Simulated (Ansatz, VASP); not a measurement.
**Cs3MgF6 in two plane-wave programs**

Wanted: the spread between two codes on one cell, functional and k mesh. The cell is invented: As first built, before any earlier steps moved the atoms (in the runner's words): it takes the Cs2NaMgF6 structure with some of its atoms replaced by other elements, volume scaled by an estimate. It may not be a known or stable phase. The cell is taken from a series of VASP runs on this material, whose earlier steps may have relaxed, scaled or displaced it; both programs get it as it stands.

Calculated with Ansatz 0.2.0; plane waves, with VASP 6.6.1 beside it; relaxation of cell and atoms at PBE.

## Step 1: The starting structure

It takes space group Fm-3m (No. 225, cubic). The conventional cell has a = 9.624 Å, b = 9.624 Å, c = 9.624 Å, α = 90.00°, β = 90.00°, γ = 90.00°. Nearest to Cs lie 6 F at 2.81 Å. Nearest to Cs lie 12 F at 3.43 Å. Nearest to Mg lie 6 F at 2.00 Å. Nearest to F lie 1 Mg at 2.00 Å and 5 Cs at 2.81 to 3.43 Å. As first built, before any earlier steps moved the atoms (in the runner's words): sites of the Cs2NaMgF6 structure (space group 225) filled with other elements, volume scaled by an estimate. Farther neighbours and most contacts between anions are not listed.

Structure file:

```cif
data_structure
_symmetry_space_group_name_H-M 'Fm-3m'
_symmetry_Int_Tables_number 225
_cell_length_a 9.6236
_cell_length_b 9.6236
_cell_length_c 9.6236
_cell_angle_alpha 90.000
_cell_angle_beta 90.000
_cell_angle_gamma 90.000
_cell_volume 891.28
loop_
_atom_site_label
_atom_site_type_symbol
_atom_site_symmetry_multiplicity
_atom_site_Wyckoff_symbol
_atom_site_fract_x
_atom_site_fract_y
_atom_site_fract_z
_atom_site_occupancy
Cs1 Cs 4 a 0.00000 0.00000 0.00000 1
Cs2 Cs 8 c 0.25000 0.75000 0.75000 1
Mg1 Mg 4 b 0.50000 0.00000 0.00000 1
F1 F 24 e 0.70819 0.00000 0.00000 1
```

## Step 2: VASP: relaxation of cell and atoms, PBE

The relaxed volume is the usual yardstick between codes: its relative difference is about their pressure difference at one cell divided by the bulk modulus.

Lines of VASP's logs that name or quote its potential files are left out, and so is its time.

INCAR

```
SYSTEM = Cs3MgF6
PREC = Accurate
ENCUT = 560
EDIFF = 1E-06
NELM = 100
ISMEAR = -1
SIGMA = 0.05
LREAL = .FALSE.
ALGO = Normal
GGA = PE
NBANDS = 45
LORBIT = 11
LWAVE = .FALSE.
LCHARG = .FALSE.
KPAR = 4
IBRION = 2
NSW = 60
ISIF = 3
EDIFFG = -0.01
```

POSCAR

```
Cs3MgF6
1.0
    0.0000000000      4.8117987871      4.8117987871
    4.8117987871      0.0000000000      4.8117987871
    4.8117987871      4.8117987871      0.0000000000
Cs Mg F
3 1 6
Direct
    0.0000000000      0.0000000000      0.0000000000
    0.2500000000      0.2500000000      0.2500000000
    0.7500000000      0.7500000000      0.7500000000
    0.5000000000      0.5000000000      0.5000000000
    0.2918141165      0.7081858835      0.7081858835
    0.2918141165      0.7081858835      0.2918141165
    0.7081858835      0.2918141165      0.7081858835
    0.7081858835      0.7081858835      0.2918141165
    0.2918141165      0.2918141165      0.7081858835
    0.7081858835      0.2918141165      0.2918141165
```

KPOINTS

```
Automatic mesh
0
Gamma
4 4 4
0 0 0
```

The projector-augmented-wave data sets are Cs_sv, Mg and F (PBE family, release 64).

The run is started by

```bash
$ mpirun -np 4 vasp_std
```

Numbers of over 12 decimals in the logs are rounded to 6 here.

What it wrote:

```text
[banner, memory and clock lines left out]
running    4 mpi-ranks, on    1 nodes
 distrk:  each k-point on    1 cores,    4 groups
 distr:  one band on    1 cores,    1 groups

 POSCAR found type information on POSCAR CsMgF
 POSCAR found :  3 types and      10 ions
 LDA part: xc-table for (Slater+PW92), standard interpolation
 POSCAR, INCAR and KPOINTS ok, starting setup
 FFT: planning ... GRIDC
 FFT: planning ... GRID_SOFT
 FFT: planning ... GRID
 WAVECAR not read
 entering main loop
       N       E                     dE             d eps       ncg     rms          rms(c)
DAV:   1     0.551977520582E+03    0.55198E+03   -0.36550E+04   720   0.149E+03
DAV:   2    -0.621271352204E+01   -0.55819E+03   -0.54955E+03   951   0.311E+02
DAV:   3    -0.462708606338E+02   -0.40058E+02   -0.39791E+02   808   0.906E+01
DAV:   4    -0.466654853790E+02   -0.39462E+00   -0.39393E+00   880   0.101E+01
DAV:   5    -0.466696597474E+02   -0.41744E-02   -0.41733E-02   844   0.987E-01    0.125E+01
DAV:   6    -0.416359983186E+02    0.50337E+01   -0.22256E+01   834   0.312E+01    0.405E+00
DAV:   7    -0.417864654874E+02   -0.15047E+00   -0.38282E+00   817   0.751E+00    0.312E+00
DAV:   8    -0.416974786289E+02    0.88987E-01   -0.48696E-01   844   0.396E+00    0.848E-01
DAV:   9    -0.416755980736E+02    0.21881E-01   -0.16068E-01   900   0.192E+00    0.350E-01
DAV:  10    -0.416783528754E+02   -0.27548E-02   -0.25672E-02   846   0.567E-01    0.229E-01
DAV:  11    -0.416795498219E+02   -0.11969E-02   -0.40658E-03   781   0.286E-01    0.557E-02
DAV:  12    -0.416796417485E+02   -0.91927E-04   -0.25282E-04   846   0.810E-02    0.379E-02
DAV:  13    -0.416796249206E+02    0.16828E-04   -0.15409E-04   831   0.497E-02    0.829E-03
DAV:  14    -0.416796329073E+02   -0.79867E-05   -0.54404E-05   848   0.250E-02    0.997E-03
DAV:  15    -0.416796306700E+02    0.22372E-05   -0.87362E-06   844   0.141E-02    0.184E-03
DAV:  16    -0.416796307062E+02   -0.36216E-07   -0.19640E-06   666   0.502E-03
   1 F= -.41679631E+02 E0= -.41610060E+02  d E =-.416796E+02
[...]
2 F= -.41680577E+02 E0= -.41610897E+02  d E =-.946123E-03
[...]
3 F= -.41681587E+02 E0= -.41611752E+02  d E =-.195613E-02
[...]
4 F= -.41681655E+02 E0= -.41611784E+02  d E =-.202390E-02
 curvature:  -1.85 expect dE=-0.178E-03 dE for cont linesearch -0.480E-07
 trial: gam= 0.09401 g(F)=  0.533E-04 g(S)=  0.431E-04 ort =-0.530E-05 (trialstep = 0.154E+01)
 search vector abs. value=  0.105E-03
 bond charge predicted
       N       E                     dE             d eps       ncg     rms          rms(c)
DAV:   1    -0.416819902994E+02   -0.33539E-03   -0.84622E-02   720   0.158E+00    0.143E-01
DAV:   2    -0.416817660003E+02    0.22430E-03   -0.26242E-03   745   0.255E-01    0.332E-02
DAV:   3    -0.416817309072E+02    0.35093E-04   -0.79714E-05   847   0.428E-02    0.139E-02
DAV:   4    -0.416817212840E+02    0.96233E-05   -0.36645E-05   798   0.326E-02    0.659E-03
DAV:   5    -0.416817218560E+02   -0.57206E-06   -0.56723E-06   815   0.115E-02
   5 F= -.41681722E+02 E0= -.41611881E+02  d E =-.672486E-04
 trial-energy change:   -0.000067  1 .order   -0.000069   -0.000148    0.000011
 step:   1.4381(harm=  1.4381)  dis= 0.00120  next Energy=   -41.681724 (dE=-0.690E-04)
 reached required accuracy - stopping structural energy minimisation
```

OUTCAR, selected parts (step 2):

```text
ion  position               nearest neighbor table
   1  0.000  0.000  0.000-
   2  0.250  0.250  0.250-
   3  0.750  0.750  0.750-
   4  0.500  0.500  0.500-   5 2.00   6 2.00   7 2.00   8 2.00   9 2.00  10 2.00
   5  0.292  0.708  0.708-   4 2.00
   6  0.292  0.708  0.292-   4 2.00
   7  0.708  0.292  0.708-   4 2.00
   8  0.708  0.708  0.292-   4 2.00
   9  0.292  0.292  0.708-   4 2.00
  10  0.708  0.292  0.292-   4 2.00

  LATTYP: Found a face centered cubic cell.
 ALAT       =     9.6235975742

 Subroutine GETGRP returns: Found 48 space group operations
 (whereof 48 operations were pure point group operations)

The static configuration has the point symmetry O_h .

 Found      8 irreducible k-points:

   k-points           NKPTS =      8   k-points in BZ     NKDIM =      8   number of bands    NBANDS=     45

   dimension x,y,z NGX =    54 NGY =   54 NGZ =   54
   dimension x,y,z NGXF=   108 NGYF=  108 NGZF=  108

   ENCUT  =  560.0 eV  41.16 Ry    6.42 a.u.  13.13 13.13 13.13*2*pi/ulx,y,z

   NELECT =      71.0000    total number of electrons

 k-points in reciprocal lattice and weights: Automatic mesh
   0.00000000  0.00000000  0.00000000       0.016
   0.25000000  0.00000000  0.00000000       0.125
   0.50000000  0.00000000  0.00000000       0.062
   0.25000000  0.25000000  0.00000000       0.094
   0.50000000  0.25000000  0.00000000       0.375
  -0.25000000  0.25000000  0.00000000       0.188
   0.50000000  0.50000000  0.00000000       0.047
  -0.25000000  0.50000000  0.25000000       0.094

 average (electrostatic) potential at core
       1 -49.3842       2 -50.2798       3 -50.2798       4 -38.6013       5 -78.1284
       6 -78.1284       7 -78.1284       8 -78.1284       9 -78.1284      10 -78.1284

 E-fermi :  -2.3377

 k-point     1 :       0.0000    0.0000    0.0000
  band No.  band energies     occupation
    ...
     32      -2.5506      1.97205
     33      -2.5506      1.97205
     34      -2.4016      1.56430
     35      -2.4016      1.56430
     36      -2.4016      1.56428
     37       3.9799      0.00000
     38       5.3049      0.00000
     39       5.3049      0.00000
     40       6.3656      0.00000
     41       6.3656      0.00000
    ...

 k-point     2 :       0.2500    0.0000    0.0000
  band No.  band energies     occupation
    ...
     32      -2.5760      1.98311
     33      -2.5760      1.98311
     34      -2.4235      1.69494
     35      -2.4073      1.60154
     36      -2.4073      1.60153
     37       4.5563      0.00000
     38       5.6512      0.00000
     39       5.6512      0.00000
     40       6.0692      0.00000
     41       6.2650      0.00000
    ...

 k-point     3 :       0.5000    0.0000    0.0000
  band No.  band energies     occupation
    ...
     32      -2.6371      1.99499
     33      -2.6371      1.99499
     34      -2.4482      1.80212
     35      -2.4048      1.58538
     36      -2.4048      1.58538
     37       5.5509      0.00000
     38       5.9361      0.00000
     39       6.1856      0.00000
     40       6.1856      0.00000
     41       6.2227      0.00000
    ...

  Total        0.0002968      0.0002968      0.0002968     -0.0000000      0.0000000      0.0000000
  in kB        0.0021125      0.0021125      0.0021125     -0.0000000      0.0000000      0.0000000
  external PRESSURE =       0.0021125 kB  Pullay stress =       0.0000000 kB

  energy-cutoff  :      560.00
  volume of cell :      225.13
      direct lattice vectors                 reciprocal lattice vectors
     0.000000000  4.828361865  4.828361865    -0.103554790  0.103554790  0.103554790
     4.828361865 -0.000000000  4.828361865     0.103554790 -0.103554790  0.103554790
     4.828361865  4.828361865 -0.000000000     0.103554790  0.103554790 -0.103554790

 POSITION                                       TOTAL-FORCE (eV/Angst)
 -----------------------------------------------------------------------------------
      0.00000      0.00000      0.00000         0.000000      0.000000     -0.000000
      2.41418      2.41418      2.41418         0.000000      0.000000      0.000000
      7.24254      7.24254      7.24254        -0.000000      0.000000     -0.000000
      4.82836      4.82836      4.82836        -0.000000      0.000000     -0.000000
      6.83024      4.82836      4.82836         0.001384      0.000000     -0.000000
      4.82836      2.82648      4.82836         0.000000     -0.001384      0.000000
      4.82836      6.83024      4.82836         0.000000      0.001384     -0.000000
      4.82836      4.82836      6.83024         0.000000      0.000000      0.001384
      4.82836      4.82836      2.82648         0.000000      0.000000     -0.001384
      2.82648      4.82836      4.82836        -0.001384      0.000000      0.000000
 -----------------------------------------------------------------------------------
    total drift:                                0.000000      0.000000     -0.000000

  FREE ENERGIE OF THE ION-ELECTRON SYSTEM (eV)
  ---------------------------------------------------
  free  energy   TOTEN  =       -41.6817218560 eV

  energy  without entropy=      -41.5420399335  energy(sigma->0) =      -41.61188089

 reached required accuracy - stopping structural energy minimisation

 total charge
# of ion       s       p       d       tot
------------------------------------------
    1        1.838   4.715   0.047   6.599
    2        1.830   4.716   0.014   6.559
    3        1.830   4.716   0.014   6.559
    4        0.127   0.157   0.076   0.360
    5        1.734   4.314   0.000   6.048
    6        1.734   4.314   0.000   6.048
    7        1.734   4.314   0.000   6.048
    8        1.734   4.314   0.000   6.048
    9        1.734   4.314   0.000   6.048
   10        1.734   4.314   0.000   6.048
--------------------------------------------------
tot         16.029  40.185   0.150  56.364

[... 3 further parts left out ...]
```

CONTCAR:

```
Cs3MgF6
   1.00000000000000
     0.0000000000000000    4.8283618648437754    4.8283618648437754
     4.8283618648437754   -0.0000000000000000    4.8283618648437754
     4.8283618648437754    4.8283618648437754   -0.0000000000000000
  Cs              Mg              F
     3     1     6
Direct
     0.0000000000000000    0.0000000000000000    0.0000000000000000
     0.2500000000000000    0.2500000000000000    0.2500000000000000
     0.7500000000000000    0.7500000000000000    0.7500000000000000
     0.5000000000000000    0.5000000000000000    0.5000000000000000
     0.2926958000381788    0.7073041999618213    0.7073041999618213
     0.2926958000381788    0.7073041999618213    0.2926958000381788
     0.7073041999618213    0.2926958000381788    0.7073041999618213
     0.7073041999618213    0.7073041999618213    0.2926958000381788
     0.2926958000381788    0.2926958000381788    0.7073041999618213
     0.7073041999618213    0.2926958000381788    0.2926958000381788
```

[end of part 1 of 2]

[Lines on the potential files, build, host, timing and source positions are cut from VASP's logs without a mark.]

[Logs are printed without paths, hosts, clocks, repeated set-up lines and the standing remarks that a program may print on its own settings, such as how far it seeks lower states.]

[Hosts, paths, dates, database ids (printed as entryN), source tags and the programs' standing remarks are cut or masked in the printed files.]
